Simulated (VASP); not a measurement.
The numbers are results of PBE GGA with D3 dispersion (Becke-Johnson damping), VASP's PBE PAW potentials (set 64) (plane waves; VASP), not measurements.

VASP input:

File POSCAR:
```
CdF2
1
    0.0000000000     2.7265492348     2.7265492348
    2.7265492348     0.0000000000     2.7265492348
    2.7265492348     2.7265492348     0.0000000000
Cd F
1 2
Direct
  0.0000000000   0.0000000000   0.0000000000
  0.2500000000   0.2500000000   0.2500000000
  0.7500000000   0.7500000000   0.7500000000
```

File KPOINTS:
```
k-points along high-symmetry lines
15
Line-mode
Reciprocal
  0.000000   0.000000   0.000000 ! GAMMA
  0.500000   0.000000   0.500000 ! X

  0.500000   0.000000   0.500000 ! X
  0.625000   0.250000   0.625000 ! U

  0.375000   0.375000   0.750000 ! K
  0.000000   0.000000   0.000000 ! GAMMA

  0.000000   0.000000   0.000000 ! GAMMA
  0.500000   0.500000   0.500000 ! L

  0.500000   0.500000   0.500000 ! L
  0.500000   0.250000   0.750000 ! W

  0.500000   0.250000   0.750000 ! W
  0.500000   0.000000   0.500000 ! X
```

**INCAR**
```
ENCUT  =  520
LMAXMIX  =  4
ISMEAR  =  0
LREAL  =  .False.   ! projection in real space or not
IVDW  =  12   ! D3, Becke-Johnson
ICHARG  =  11
PREC  =  Accurate
LORBIT  =  11
SIGMA  =  0.05   ! width (eV)
ALGO  =  Normal
NELM  =  100   ! most electronic steps
LCHARG  =  .False.
EDIFF  =  1E-7   ! SCF stop (eV)
GGA  =  PE   ! PBE
LASPH  =  .True.   ! aspherical one-centre terms
LWAVE  =  .False.
SYSTEM  =  CdF2
```

POTCAR, in this order: Cd F (PBE.64 set). Program: vasp_std. Read from the step before: CHGCAR.

The run wrote:

**OSZICAR**
```
       N       E                     dE             d eps       ncg     rms          rms(c)
DAV:   1     0.197084190025E+03    0.19708E+03   -0.15902E+04  3180   0.155E+03
DAV:   2    -0.212040380874E+01   -0.19920E+03   -0.19481E+03  3622   0.380E+02
DAV:   3    -0.103643432930E+02   -0.82439E+01   -0.82265E+01  3247   0.850E+01
DAV:   4    -0.104061778350E+02   -0.41835E-01   -0.41830E-01  3413   0.602E+00
DAV:   5    -0.104063392603E+02   -0.16143E-03   -0.16142E-03  3294   0.338E-01
DAV:   6    -0.104063400988E+02   -0.83853E-06   -0.83852E-06  3407   0.243E-02
DAV:   7    -0.104063401038E+02   -0.49467E-08   -0.49130E-08  2781   0.178E-03
   1 F= -.10890617E+02 E0= -.10890617E+02  d E =-.648341E-18
```

File OUTCAR:
```
 val. band max:       -1.5756286714   @ k =   0.5000   0.2500   0.7500

 cond. band min:       1.3650235438   @ k =   0.0000   0.0000   0.0000



 k-point     1 :       0.0000    0.0000    0.0000
  band No.  band energies     occupation
      1     -22.1865      2.00000
      2     -21.1791      2.00000
      3      -7.0914      2.00000
      4      -7.0914      2.00000
      5      -7.0914      2.00000
      6      -6.0353      2.00000
      7      -6.0353      2.00000
      8      -2.4592      2.00000
      9      -2.4592      2.00000
     10      -2.4592      2.00000
     11      -2.1174      2.00000
     12      -2.1174      2.00000
     13      -2.1174      2.00000
     14       1.3650      0.00000
     15      10.9522      0.00000
     16      10.9522      0.00000
     17      10.9522      0.00000

 k-point     2 :       0.0357    0.0000    0.0357
  band No.  band energies     occupation
      1     -22.1816      2.00000
      2     -21.1836      2.00000
      3      -7.0848      2.00000
      4      -7.0848      2.00000
      5      -7.0755      2.00000
      6      -6.0405      2.00000
      7      -6.0340      2.00000
      8      -2.5154      2.00000
      9      -2.4826      2.00000
     10      -2.4826      2.00000
     11      -2.1164      2.00000
     12      -2.1095      2.00000
     13      -2.1095      2.00000
     14       1.4322      0.00000
     15      10.8616      0.00000
     16      10.9736      0.00000
     17      10.9736      0.00000

 k-point     3 :       0.0714    0.0000    0.0714
  band No.  band energies     occupation
      1     -22.1673      2.00000
      2     -21.1967      2.00000
      3      -7.0650      2.00000
      4      -7.0650      2.00000
      5      -7.0286      2.00000
      6      -6.0563      2.00000
      7      -6.0302      2.00000
      8      -2.6708      2.00000
      9      -2.5497      2.00000
     10      -2.5497      2.00000
     11      -2.1133      2.00000
     12      -2.0882      2.00000
...
```

The density is held fixed in this step, so its total energy and stress have no physical meaning.

The compound is CdF2 in the fluorite structure. It was relaxed first.
